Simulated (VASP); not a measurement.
Method: LDA (Ceperley-Alder, Perdew-Zunger), VASP's LDA PAW potentials (set 64) (plane waves; VASP).

A VASP calculation is set up with these files.

File KPOINTS:
```
Automatic
0
Gamma
  8 8 8
```

### POSCAR
```
MgS
1
   -0.0000000000     2.5587005931     2.5587005931
    2.5587005931     0.0000000000     2.5587005931
    2.5587005931     2.5587005931    -0.0000000000
Mg S
1 1
Direct
  0.0000000000   0.0000000000   0.0000000000
  0.5000000000   0.5000000000   0.5000000000
```

INCAR:
```
# general
SYSTEM  =  MgS
PREC    =  Accurate
ENCUT   =  520
LREAL   =  .FALSE.
LASPH   =  .TRUE.

# electronic loop
EDIFF   =  1E-6
NELM    =  100
ALGO    =  Normal

# smearing
ISMEAR  =  0
SIGMA   =  0.05

# ions
IBRION  =  2
NSW     =  60
ISIF    =  3
EDIFFG  =  -0.01

# output
LWAVE   =  .FALSE.
LCHARG  =  .FALSE.
```

POTCAR, in this order: Mg S (LDA.64 set). Program: vasp_std.

Output

### OSZICAR
```
       N       E                     dE             d eps       ncg     rms          rms(c)
DAV:   1     0.236763111659E+02    0.23676E+02   -0.36961E+03   464   0.814E+02
DAV:   2    -0.899377041796E+01   -0.32670E+02   -0.30865E+02   624   0.109E+02
DAV:   3    -0.100100238691E+02   -0.10163E+01   -0.10163E+01   576   0.263E+01
DAV:   4    -0.100145302147E+02   -0.45063E-02   -0.45063E-02   728   0.191E+00
DAV:   5    -0.100145365914E+02   -0.63768E-05   -0.63768E-05   576   0.590E-02    0.464E+00
DAV:   6    -0.964654147109E+01    0.36800E+00   -0.94354E-01   496   0.476E+00    0.357E+00
DAV:   7    -0.959723815475E+01    0.49303E-01   -0.21074E-01   600   0.234E+00    0.223E+00
DAV:   8    -0.959261246575E+01    0.46257E-02   -0.93679E-03   552   0.736E-01    0.794E-01
DAV:   9    -0.959241292398E+01    0.19954E-03   -0.50632E-04   592   0.163E-01    0.241E-01
DAV:  10    -0.959240700416E+01    0.59198E-05   -0.20960E-05   656   0.294E-02    0.824E-02
DAV:  11    -0.959240655049E+01    0.45367E-06   -0.42485E-06   560   0.123E-02
   1 F= -.95924066E+01 E0= -.95924066E+01  d E =-.959241E+01
```

### OUTCAR
```
------------------------ aborting loop because EDIFF is reached ----------------------------------------
  FORCE on cell =-STRESS in cart. coord.  units (eV):
  Direction    XX          YY          ZZ          XY          YZ          ZX
  --------------------------------------------------------------------------------------
  Total       -0.0037779     -0.0037779     -0.0037779     -0.0000000      0.0000000     -0.0000000
  in kB       -0.1806633     -0.1806633     -0.1806633     -0.0000000      0.0000000     -0.0000000
  external PRESSURE =      -0.1806633 kB  Pullay stress =       0.0000000 kB
  volume of cell :       33.50
      direct lattice vectors                 reciprocal lattice vectors
     0.000000000  2.558700593  2.558700593    -0.195411687  0.195411687  0.195411687
     2.558700593  0.000000000  2.558700593     0.195411687 -0.195411687  0.195411687
     2.558700593  2.558700593  0.000000000     0.195411687  0.195411687 -0.195411687
 POSITION                                       TOTAL-FORCE (eV/Angst)
 -----------------------------------------------------------------------------------
      0.00000      0.00000      0.00000         0.000000     -0.000000      0.000000
      2.55870      2.55870      2.55870        -0.000000      0.000000     -0.000000
 -----------------------------------------------------------------------------------
    total drift:                                0.000000      0.000000      0.000000
  FREE ENERGIE OF THE ION-ELECTRON SYSTEM (eV)
  ---------------------------------------------------
  free  energy   TOTEN  =        -9.5924065505 eV

  energy  without entropy=       -9.5924065505  energy(sigma->0) =       -9.59240655

 reached required accuracy - stopping structural energy minimisation
```
(Selected blocks of OUTCAR.)

File OUTCAR:
```
 val. band max:        4.0426815250   @ k =   0.0000   0.0000   0.0000

 cond. band min:       6.7059890382   @ k =   0.5000   0.5000   0.0000


 Fermi energy:         4.3094973748

 k-point     1 :       0.0000    0.0000    0.0000
  band No.  band energies     occupation
      1      -8.8937      2.00000
      2       4.0427      2.00000
      3       4.0427      2.00000
      4       4.0427      2.00000
      5       7.9389      0.00000
      6      11.8431      0.00000
      7      11.8431      0.00000
      8      11.8431      0.00000

 k-point     2 :       0.1250    0.0000    0.0000
  band No.  band energies     occupation
      1      -8.7280      2.00000
      2       2.9331      2.00000
      3       3.9292      2.00000
      4       3.9292      2.00000
      5       8.7307      0.00000
      6      11.5644      0.00000
      7      12.1145      0.00000
      8      12.1145      0.00000

 k-point     3 :       0.2500    0.0000    0.0000
  band No.  band energies     occupation
      1      -8.2758      2.00000
      2       1.0577      2.00000
      3       3.6840      2.00000
      4       3.6840      2.00000
      5       9.0002      0.00000
      6      11.7658      0.00000
      7      11.7658      0.00000
      8      12.4798      0.00000

 k-point     4 :       0.3750    0.0000    0.0000
  band No.  band energies     occupation
      1      -7.7128      2.00000
      2      -0.5015      2.00000
      3       3.4701      2.00000
      4       3.4701      2.00000
      5       8.6459      0.00000
      6      11.0922      0.00000
      7      11.0922      0.00000
      8      14.1175      0.00000

 k-point     5 :       0.5000    0.0000    0.0000
  band No.  band energies     occupation
      1      -7.4263      2.00000
      2      -1.1369      2.00000
      3       3.3888      2.00000
      4       3.3888      2.00000
      5       8.4919      0.00000
      6      10.8412      0.00000
      7      10.8412      0.00000
...
```

The compound is MgS in the rock salt structure. It was relaxed first. The start is the result of an earlier pass.
